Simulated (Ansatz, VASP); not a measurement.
## Two plane-wave programs on Nb2SiN

```xyz
4
Lattice="3.1750 0.0000 0.0000 -1.5875 2.7496 0.0000 0.0000 0.0000 6.4350" Properties=species:S:1:pos:R:3 pbc="T T T"
Nb    0.0000    0.0000    5.1489
Nb    0.0000    0.0000    1.2861
Si    0.0000    0.0000    3.2175
N     0.0000    0.0000    0.0000
```

Alike in both runs: task single point; functional PBE; k mesh 6 × 6 × 4; occupations gaussian, width 0.1 eV; no spin polarisation.

```csv
,VASP,Ansatz
version,VASP 6.6.1,Ansatz 0.2.0
potentials or method,"VASP PAW PBE potentials, release 64 (Nb_sv, Si, N)","scalar-relativistic, plane waves, PAW"
plane-wave cutoff (eV),520,420
valence electrons in the cell,35,35
```

```csv
,VASP,Ansatz,Ansatz less VASP
gap on the k mesh at the Fermi level (eV),none,none,-
rms of the force components (eV/Å),22.014,22.039,+0.0252
```

Atom by atom the forces differ by 0.025 eV/Å (rms over components). A gap of «none» marks a metal or a gap that the smearing closes. The functional is the same, so the differences come from potentials, cutoffs and numerics.

Caveats: the k mesh is coarse (spacing up to 0.38 Å⁻¹), so the values aren't converged; forces of over 1 eV/Å show positions far from the minimum, so gaps and moduli don't describe the material at rest.
